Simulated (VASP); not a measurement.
Calculation: PBE GGA, VASP's PBE PAW potentials (set 64) (plane waves; VASP).

Input for VASP

INCAR:
```
ALGO  =  Normal
EDIFF  =  1E-6
ENCUT  =  300
GGA  =  PE
ISIF  =  2
ISMEAR  =  0
LASPH  =  T
LCHARG  =  F
LMAXMIX  =  4
LREAL  =  F
LWAVE  =  F
NELM  =  100
PREC  =  Accurate
SIGMA  =  0.136
SYSTEM  =  Te
```

### KPOINTS
```
kpoints
0
Gamma
 5 5 2
```

**POSCAR**
```
Te
22.1215160
  0.1553998379   0.0000000000   0.0000000000
 -0.0776999189   0.1345801978   0.0000000000
  0.0000000000   0.0000000000   0.5000000000
Te
4
Cartesian
  0.0000000000   0.0000000000   0.0000000000
  0.0000000000   0.0000000000   0.2500000000
 -0.0000000777   0.0897201768   0.1250000000
  0.0776999966   0.0448600211   0.3750000000
```

POTCAR, in this order: Te (PBE.64 set). Program: vasp_std.

Unless said otherwise, spin-orbit coupling is left out, though it shifts the bands of the heavy elements here.

What does the run give for the energy per atom (σ→0), band gap (on the k-mesh)?

```json
{
  "energy per atom (σ→0)": "-2749 meV/atom",
  "band gap (on the k-mesh)": "none (metal, semimetal or under 0.01 eV)"
}
```

**OSZICAR**
```
...
DAV:   6    -0.110035341539E+02    0.13121E-01   -0.18056E-02   320   0.718E-01    0.831E+00
DAV:   7    -0.110002597541E+02    0.32744E-02   -0.33841E-02   320   0.101E+00    0.429E-01
DAV:   8    -0.110001415664E+02    0.11819E-03   -0.10356E-03   320   0.195E-01    0.239E-01
DAV:   9    -0.110000961357E+02    0.45431E-04   -0.21600E-04   328   0.777E-02    0.178E-01
DAV:  10    -0.110000935993E+02    0.25363E-05   -0.18449E-05   320   0.279E-02    0.553E-02
DAV:  11    -0.110000920867E+02    0.15126E-05   -0.68519E-07   160   0.635E-03    0.432E-03
DAV:  12    -0.110000914294E+02    0.65727E-06   -0.11469E-07   160   0.250E-03
   1 F= -.11000091E+02 E0= -.10994245E+02  d E =-.116931E-01
```

The structure was generated: Te was put into an ordered model structure (P6_3/mmc), which need not be its known phase. The cell was not relaxed at this level. The k-mesh is coarse (spacing up to 0.42 per Å, 2π included), so the numbers may not be converged in it.
